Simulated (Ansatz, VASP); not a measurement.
# Li3OF in two plane-wave programs, part 2 of 3

One calculation is typed for both programs; each brings its own data sets. How far apart do they land? The cell is generated by rule, not measured, and may not be a known phase. The cell is taken from a series of runs on this material, whose earlier steps may have relaxed, scaled, displaced or heated it; both programs get it as it stands.

VASP 6.6.1 and Ansatz 0.2.0.

So far: The starting structure; VASP: zone-centre phonons, PBE.

### 2. VASP: zone-centre phonons, PBE (continued)

Level of this step: PBE; plane waves and PAW (F, O, Li_sv); invented cell (VASP).

OUTCAR, selected parts (step 2):

```text
ion  position               nearest neighbor table
   1  0.000  0.000  0.000-
   2  0.500  0.500  0.500-   3 1.84   4 1.84   5 1.84   3 1.84   4 1.84   5 1.84
   3  0.500  0.500  0.000-   2 1.84   2 1.84   5 2.60   4 2.60   4 2.60   5 2.60   4 2.60   4 2.60
                             5 2.60   5 2.60
   4  0.500  0.000  0.500-   2 1.84   2 1.84   5 2.60   3 2.60   3 2.60   3 2.60   5 2.60   3 2.60
                             5 2.60   5 2.60
   5  0.000  0.500  0.500-   2 1.84   2 1.84   4 2.60   3 2.60   4 2.60   3 2.60   3 2.60   4 2.60
                             3 2.60   4 2.60

  LATTYP: Found a simple cubic cell.
 ALAT       =     3.6820237860

 Subroutine GETGRP returns: Found 48 space group operations
 (whereof 48 operations were pure point group operations)

The static configuration has the point symmetry O_h .

 Found     20 irreducible k-points:

   k-points           NKPTS =     20   k-points in BZ     NKDIM =     20   number of bands    NBANDS=     17

   dimension x,y,z NGX =    36 NGY =   36 NGZ =   36
   dimension x,y,z NGXF=    72 NGYF=   72 NGZF=   72

   ENCUT  =  750.0 eV  55.12 Ry    7.42 a.u.   8.22  8.22  8.22*2*pi/ulx,y,z

   NELECT =      22.0000    total number of electrons

 k-points in reciprocal lattice and weights: Automatic mesh
   0.00000000  0.00000000  0.00000000       0.005
   0.16666667  0.00000000  0.00000000       0.028
   0.33333333  0.00000000  0.00000000       0.028
   0.50000000  0.00000000  0.00000000       0.014
   0.16666667  0.16666667  0.00000000       0.056
   0.33333333  0.16666667  0.00000000       0.111
   0.50000000  0.16666667  0.00000000       0.056
   0.33333333  0.33333333  0.00000000       0.056
   0.50000000  0.33333333  0.00000000       0.056
[...]
0.50000000  0.50000000  0.33333333       0.028
   0.50000000  0.50000000  0.50000000       0.005

 average (electrostatic) potential at core
       1 -77.2260       2 -71.9297       3 -61.9717       4 -61.9717       5 -61.9717

  Total       -0.0415151     -0.0415151     -0.0415151     -0.0000000      0.0000000     -0.0000000
  in kB       -1.3324691     -1.3324691     -1.3324691     -0.0000000      0.0000000     -0.0000000
  external PRESSURE =      -1.3324691 kB  Pullay stress =       0.0000000 kB

  energy-cutoff  :      750.00
  volume of cell :       49.92
      direct lattice vectors                 reciprocal lattice vectors
     3.682023786  0.000000000  0.000000000     0.271589772  0.000000000  0.000000000
     0.000000000  3.682023786  0.000000000     0.000000000  0.271589772  0.000000000
     0.000000000  0.000000000  3.682023786     0.000000000  0.000000000  0.271589772

 POSITION                                       TOTAL-FORCE (eV/Angst)
 -----------------------------------------------------------------------------------
      0.00000      0.00000      0.00000         0.000000      0.000000      0.000000
[...]
2    -0.00000     1.04723     0.00000
    3     0.00000    -0.00000     0.97597
 ion    5
    1     1.04723     0.00000     0.00000
    2     0.00000     0.97597    -0.00000
    3    -0.00000    -0.00000     0.97597

 Eigenvectors and eigenvalues of the dynamical matrix
 ----------------------------------------------------

   1 f  =   22.310619 THz   140.181753 2PiTHz  744.202140 cm-1    92.269264 meV
             X         Y         Z           dx          dy          dz
      0.000000  0.000000  0.000000    -0.006858   -0.001150   -0.000000
      1.841012  1.841012  1.841012    -0.445595   -0.074695   -0.000000
      1.841012  1.841012  0.000000    -0.087283   -0.014631    0.000000
      1.841012  0.000000  1.841012    -0.087283    0.146023   -0.000000
      0.000000  1.841012  1.841012     0.871108   -0.014631   -0.000000

   2 f  =   22.310619 THz   140.181753 2PiTHz  744.202140 cm-1    92.269264 meV
             X         Y         Z           dx          dy          dz
      0.000000  0.000000  0.000000     0.000000    0.000000   -0.006954
      1.841012  1.841012  1.841012     0.000000    0.000000   -0.451812
      1.841012  1.841012  0.000000     0.000000    0.000000    0.883262
      1.841012  0.000000  1.841012     0.000000   -0.000000   -0.088501
      0.000000  1.841012  1.841012    -0.000000    0.000000   -0.088501

   3 f  =   22.310619 THz   140.181753 2PiTHz  744.202140 cm-1    92.269264 meV
             X         Y         Z           dx          dy          dz
      0.000000  0.000000  0.000000    -0.001150    0.006858    0.000000
      1.841012  1.841012  1.841012    -0.074695    0.445595    0.000000
      1.841012  1.841012  0.000000    -0.014631    0.087283    0.000000
      1.841012  0.000000  1.841012    -0.014631   -0.871108    0.000000
      0.000000  1.841012  1.841012     0.146023    0.087283   -0.000000

   4 f  =   12.065374 THz    75.808980 2PiTHz  402.457553 cm-1    49.898355 meV
             X         Y         Z           dx          dy          dz
      0.000000  0.000000  0.000000    -0.075218   -0.308845    0.109476
      1.841012  1.841012  1.841012     0.157702    0.647525   -0.229528
      1.841012  1.841012  0.000000    -0.088431   -0.363099   -0.090756
      1.841012  0.000000  1.841012    -0.088431    0.256032    0.128708
      0.000000  1.841012  1.841012     0.062356   -0.363099    0.128708

   5 f  =   12.065374 THz    75.808980 2PiTHz  402.457553 cm-1    49.898355 meV
             X         Y         Z           dx          dy          dz
      0.000000  0.000000  0.000000     0.324920   -0.055769    0.065914
      1.841012  1.841012  1.841012    -0.681229    0.116925   -0.138195
      1.841012  1.841012  0.000000     0.381998   -0.065565   -0.054642
      1.841012  0.000000  1.841012     0.381998    0.046232    0.077493
      0.000000  1.841012  1.841012    -0.269358   -0.065565    0.077493

   6 f  =   12.065374 THz    75.808980 2PiTHz  402.457553 cm-1    49.898355 meV
             X         Y         Z           dx          dy          dz
      0.000000  0.000000  0.000000     0.042391   -0.120551   -0.310963
      1.841012  1.841012  1.841012    -0.088877    0.252749    0.651967
      1.841012  1.841012  0.000000     0.049838   -0.141728    0.257788
      1.841012  0.000000  1.841012     0.049838    0.099937   -0.365589
      0.000000  1.841012  1.841012    -0.035142   -0.141728   -0.365589

   7 f  =    0.630769 THz     3.963238 2PiTHz   21.040185 cm-1     2.608649 meV
             X         Y         Z           dx          dy          dz
      0.000000  0.000000  0.000000     0.000000    0.000000   -0.000000
      1.841012  1.841012  1.841012     0.000000    0.000000   -0.000000
      1.841012  1.841012  0.000000    -0.012220    0.706950   -0.000000
      1.841012  0.000000  1.841012     0.012220    0.000000   -0.008501
      0.000000  1.841012  1.841012     0.000000   -0.706950    0.008501

   8 f  =    0.630769 THz     3.963238 2PiTHz   21.040185 cm-1     2.608649 meV
             X         Y         Z           dx          dy          dz
      0.000000  0.000000  0.000000     0.000000   -0.000000    0.000000
      1.841012  1.841012  1.841012     0.000000   -0.000000    0.000000
      1.841012  1.841012  0.000000     0.707001    0.012212    0.000000
      1.841012  0.000000  1.841012    -0.707001   -0.000000   -0.000730
      0.000000  1.841012  1.841012     0.000000   -0.012212    0.000730

   9 f  =    0.630769 THz     3.963238 2PiTHz   21.040185 cm-1     2.608649 meV
             X         Y         Z           dx          dy          dz
      0.000000  0.000000  0.000000     0.000000   -0.000000    0.000000
      1.841012  1.841012  1.841012     0.000000   -0.000000    0.000000
      1.841012  1.841012  0.000000    -0.000583   -0.008513    0.000000
      1.841012  0.000000  1.841012     0.000583   -0.000000   -0.707055
      0.000000  1.841012  1.841012     0.000000    0.008513    0.707055

  10 f/i=    0.086041 THz     0.540613 2PiTHz    2.870026 cm-1     0.355838 meV
             X         Y         Z           dx          dy          dz
      0.000000  0.000000  0.000000     0.337564   -0.442057   -0.150637
      1.841012  1.841012  1.841012     0.314742   -0.412172   -0.140453
      1.841012  1.841012  0.000000     0.209590   -0.274469   -0.091774
      1.841012  0.000000  1.841012     0.209590   -0.269320   -0.093529
      0.000000  1.841012  1.841012     0.205658   -0.274469   -0.093529

  11 f/i=    0.086041 THz     0.540613 2PiTHz    2.870026 cm-1     0.355838 meV
             X         Y         Z           dx          dy          dz
      0.000000  0.000000  0.000000    -0.466346   -0.309091   -0.137986
      1.841012  1.841012  1.841012    -0.434818   -0.288194   -0.128657
      1.841012  1.841012  0.000000    -0.289550   -0.191912   -0.084066
      1.841012  0.000000  1.841012    -0.289550   -0.188311   -0.085674
      0.000000  1.841012  1.841012    -0.284117   -0.191912   -0.085674

  12 f/i=    0.086041 THz     0.540613 2PiTHz    2.870026 cm-1     0.355838 meV
             X         Y         Z           dx          dy          dz
      0.000000  0.000000  0.000000    -0.025054   -0.202741    0.538817
      1.841012  1.841012  1.841012    -0.023360   -0.189034    0.502390
      1.841012  1.841012  0.000000    -0.015556   -0.125880    0.328270
      1.841012  0.000000  1.841012    -0.015556   -0.123518    0.334547
      0.000000  1.841012  1.841012    -0.015264   -0.125880    0.334547

  13 f/i=    5.352336 THz    33.629722 2PiTHz  178.534728 cm-1    22.135475 meV
             X         Y         Z           dx          dy          dz
      0.000000  0.000000  0.000000    -0.035147   -0.155181   -0.727703
      1.841012  1.841012  1.841012     0.004800    0.021192    0.099376
      1.841012  1.841012  0.000000     0.021516    0.094996    0.134375
      1.841012  0.000000  1.841012     0.021516    0.028655    0.445472
      0.000000  1.841012  1.841012     0.006490    0.094996    0.445472

  14 f/i=    5.352336 THz    33.629722 2PiTHz  178.534728 cm-1    22.135475 meV
             X         Y         Z           dx          dy          dz
      0.000000  0.000000  0.000000     0.064032    0.725181   -0.157735
      1.841012  1.841012  1.841012    -0.008744   -0.099032    0.021541
      1.841012  1.841012  0.000000    -0.039198   -0.443928    0.029127
      1.841012  0.000000  1.841012    -0.039198   -0.133909    0.096559
      0.000000  1.841012  1.841012    -0.011824   -0.443928    0.096559

  15 f/i=    5.352336 THz    33.629722 2PiTHz  178.534728 cm-1    22.135475 meV
             X         Y         Z           dx          dy          dz
      0.000000  0.000000  0.000000     0.741305   -0.069997   -0.020877
      1.841012  1.841012  1.841012    -0.101234    0.009559    0.002851
      1.841012  1.841012  0.000000    -0.453798    0.042849    0.003855
      1.841012  0.000000  1.841012    -0.453798    0.012925    0.012780
      0.000000  1.841012  1.841012    -0.136887    0.042849    0.012780

 MACROSCOPIC STATIC DIELECTRIC TENSOR IONIC CONTRIBUTION
 ------------------------------------------------------
           0.809219     0.000000    -0.000000
          -0.000000     0.809219     0.000000
           0.000000     0.000000     0.809219
 ------------------------------------------------------

 ELASTIC MODULI CONTR FROM IONIC RELAXATION (kBar)
 Direction    XX          YY          ZZ          XY          YZ          ZX
 --------------------------------------------------------------------------------
 XX           0.0000      0.0000      0.0000      0.0000      0.0000      0.0000
 YY           0.0000      0.0000      0.0000      0.0000      0.0000      0.0000
 ZZ           0.0000      0.0000      0.0000      0.0000      0.0000      0.0000
 XY           0.0000      0.0000      0.0000      0.0000      0.0000      0.0000
 YZ           0.0000      0.0000      0.0000      0.0000      0.0000      0.0000
 ZX           0.0000      0.0000      0.0000      0.0000      0.0000      0.0000
 --------------------------------------------------------------------------------

 PIEZOELECTRIC TENSOR IONIC CONTR  for field in x, y, z        (C/m^2)
          XX          YY          ZZ          XY          YZ          ZX
  --------------------------------------------------------------------------------
  x     0.00000     0.00000     0.00000     0.00000     0.00000     0.00000
  y     0.00000     0.00000     0.00000     0.00000     0.00000     0.00000
  z     0.00000     0.00000     0.00000     0.00000     0.00000     0.00000
```

With imaginary modes the cell is no minimum, so the ionic parts of its dielectric, piezoelectric and elastic tensors have no meaning.

(Part 2 of 3 ends here.)

[Lines on the potential files, build, host, timing and source positions are cut from VASP's logs without a mark.]

[Logs are printed without paths, hosts, clocks, repeated set-up lines and the standing remarks that a program may print on its own settings, such as how far it seeks lower states.]

[Hosts, paths, dates, database ids (printed as entryN), source tags and the programs' standing remarks are cut or masked in the printed files.]
